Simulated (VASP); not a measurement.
CuCl (zinc blende):

```
CuCl
1.0
    0.00000     2.70500     2.70500
    2.70500     0.00000     2.70500
    2.70500     2.70500     0.00000
Cu Cl
1 1
Direct
  0.00000   0.00000   0.00000
  0.25000   0.25000   0.25000
```

The lowest empty band near Γ, direction [110], from PBE with spin-orbit coupling in VASP (PAW); its two spin partners are averaged. The gap over the points computed is 0.48 eV, and the next band on that side lies 6.12 eV away at the edge.

Settings: 400 eV cut-off, 9×9×9 Γ-centred mesh, Gaussian smearing of 0.050 eV, potentials Cu Cl.

```
distance from the edge in k (1/Å)  distance in energy (meV)
---------------------------------  ------------------------
0.018                                                   5.7
0.025                                                  10.8
0.035                                                  20.9
0.050                                                  41.5
0.070                                                  78.2
```

Q: Fit E(1 + αE) = ħ²k²/2m* (ħ²/2m0 = 3.810 eV Å²) and predict the row at 0.095 1/Å.

A: Least squares on the energies gives the electron mass m* = 0.218 m0 and α = 1.21 per eV, and so 135.5 meV. The run gave 136.0 meV, +0.5 meV from the fit.

Left out are points under 3 meV from the edge, since the levels carry 0.1 meV, and points farther than half the way to the next band.

The compound is CuCl in the zinc blende structure. The cell was not relaxed at this level.
